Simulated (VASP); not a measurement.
Crystal: LaPRuO.

```
La P Ru O
1.0
     4.04800    0.00000    0.00000
     0.00000    4.04800    0.00000
     0.00000    0.00000    8.41000
La P Ru O
2 2 2 2
Direct
  0.00000 0.50000 0.84906
  0.50000 0.00000 0.15094
  0.50000 0.00000 0.64705
  0.00000 0.50000 0.35295
  0.00000 0.00000 0.50000
  0.50000 0.50000 0.50000
  0.50000 0.50000 0.00000
  0.00000 0.00000 0.00000
```

The cell was built by a generator and needn't be a form met in nature.

| Property | Result |
| --- | --- |
| Program | VASP 6.6.1 |
| Task | relaxation of cell and atoms |
| Functional | r2SCAN |
| Potentials or basis | VASP PAW PBE potentials, release 64 (La, P, Ru_pv, O) |
| Cutoff | 600 eV |
| k mesh | 8 × 8 × 4 |
| Occupations | gaussian, width 0.03 eV |
| Spin | no spin polarisation |

At the start: pressure -3.0 GPa; volume 17.23 Å³/atom.

**Question.** Where does the relaxation end?

**Answer.** Over 11 steps the energy falls by 26.7 meV/atom and the volume is 17.36 Å³/atom (+0.8 %); space group P4/nmm (No. 129, to 0.05 Å).

Step by step:
```tsv
step	energy change (eV)	largest force (eV/Å)	pressure (GPa)	volume (Å³)
1	0.0000	1.4511	-3.04	137.81
2	-0.0265	0.7261	8.62	131.38
3	-0.1263	0.6526	2.73	134.32
4	-0.2050	0.2029	0.59	137.71
5	-0.2081	0.1777	0.14	138.51
6	-0.2082	0.1859	0.09	138.59
7	-0.2125	0.0342	-0.16	138.90
8	-0.2129	0.0627	-0.27	139.02
9	-0.2128	0.0666	0.52	138.50
10	-0.2134	0.0320	0.10	138.78
11	-0.2136	0.0060	0.03	138.90
```

Final structure:
```cif
data_structure
_symmetry_space_group_name_H-M 'P 1'
_symmetry_Int_Tables_number 1
_cell_length_a 4.0433
_cell_length_b 4.0433
_cell_length_c 8.4961
_cell_angle_alpha 90.000
_cell_angle_beta 90.000
_cell_angle_gamma 90.000
_cell_volume 138.90
loop_
_atom_site_label
_atom_site_type_symbol
_atom_site_fract_x
_atom_site_fract_y
_atom_site_fract_z
_atom_site_occupancy
La1 La 0.00000 0.50000 0.85521 1
La2 La 0.50000 0.00000 0.14479 1
P1 P 0.50000 0.00000 0.63464 1
P2 P 0.00000 0.50000 0.36536 1
Ru1 Ru 0.00000 0.00000 0.50000 1
Ru2 Ru 0.50000 0.50000 0.50000 1
O1 O 0.50000 0.50000 0.00000 1
O2 O 0.00000 0.00000 0.00000 1
```

Caveat: the PAW data sets were made with another functional, which shifts forces and pressure a little.
